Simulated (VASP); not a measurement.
An input for Quantum ESPRESSO's pw.x (written as the equivalent of a VASP run, and not itself run):

```
&CONTROL
  calculation = 'vc-relax'
  pseudo_dir = './pseudo'
  outdir = './out'
  tprnfor = .true.
  tstress = .true.
  nstep = 30
  forc_conv_thr = 0.00039
/
&SYSTEM
  ibrav = 0
  nat = 5
  ntyp = 3
  ecutwfc = 84
  occupations = 'smearing'
  smearing = 'gaussian'
  degauss = 0.003675
  input_dft = 'pbe'
/
&ELECTRONS
  conv_thr = 7.3e-09
  electron_maxstep = 100
/
&IONS
/
&CELL
  cell_dofree = 'shape'
/
ATOMIC_SPECIES
  Ba 137.327 Ba.upf
  Ti 47.867 Ti.upf
  O 15.999 O.upf
CELL_PARAMETERS angstrom
     3.9973051    0.0000000    0.0000000
     0.0000000    3.9973051    0.0000000
     0.0000000    0.0000000    4.2246223
ATOMIC_POSITIONS crystal
  Ba   0.0000000  0.0000000  0.0107825
  Ti   0.5000000  0.5000000  0.5297439
  O    0.5000000  0.5000000  0.9595045
  O    0.0000000  0.5000000  0.4819846
  O    0.5000000  0.0000000  0.4819846
K_POINTS automatic
  6 6 5 0 0 0
```

Question: Translate this input to VASP (INCAR, KPOINTS, POSCAR, choice of POTCAR).

Answer: One answer among several that fit: 
**INCAR**
```
SYSTEM  =  BaTiO3
PREC  =  Accurate; ENCUT  =  520; LREAL  =  .FALSE.
LASPH  =  .TRUE.
EDIFF  =  1E-7; NELM  =  100; ALGO  =  Normal
LMAXMIX  =  4
ISMEAR  =  0; SIGMA  =  0.05
GGA  =  PE
IBRION  =  2; NSW  =  30; ISIF  =  4
EDIFFG  =  -0.01
LWAVE  =  .FALSE.; LCHARG  =  .FALSE.
```

**POSCAR**
```
BaTiO3
1
    3.9973051447     0.0000000000     0.0000000000
    0.0000000000     3.9973051447     0.0000000000
    0.0000000000     0.0000000000     4.2246222913
Ba Ti O
1 1 3
Direct
  0.0000000000   0.0000000000   0.0107824600
  0.5000000000   0.5000000000   0.5297439004
  0.5000000000   0.5000000000   0.9595045255
  0.0000000000   0.5000000000   0.4819845570
  0.5000000000   0.0000000000   0.4819845570
```

KPOINTS:
```
Automatic mesh
0
Gamma
6 6 5
0 0 0
```

POTCAR, in this order: Ba_sv Ti_sv O (PBE.64 set). Program: vasp_std.

What does not carry over: the potentials are each code's own (VASP's PAW set, PseudoDojo norm-conserving files in pw.x), so ENCUT and ecutwfc are chosen apart and not converted; conv_thr bounds pw.x's estimated SCF error, while EDIFF bounds the energy change between steps; forc_conv_thr acts on force components and is met together with etot_conv_thr.

The compound is BaTiO3 in the tetragonal perovskite structure. It was relaxed first.
